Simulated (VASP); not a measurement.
Method: PBEsol GGA, VASP's PBE PAW potentials (set 64) (plane waves; VASP). Each cell was relaxed at this level.

Without a dispersion term in the relaxation, distances and binding between the weakly bound layers, chains or molecules are unreliable, and so is what depends on them.

Q: Which of these has an unstable (imaginary) mode at Γ?
A) WO3, Pm-3m (221)
B) ZnCdSe2, P3m1 (156)
C) TaTiN2, P4/mmm (123)
D) GaSe, P6_3/mmc (194)

A: A, WO3, Pm-3m (221). Its optical Γ-point modes are 250i (×3), 230 (×3), 583 (×3) cm⁻¹.
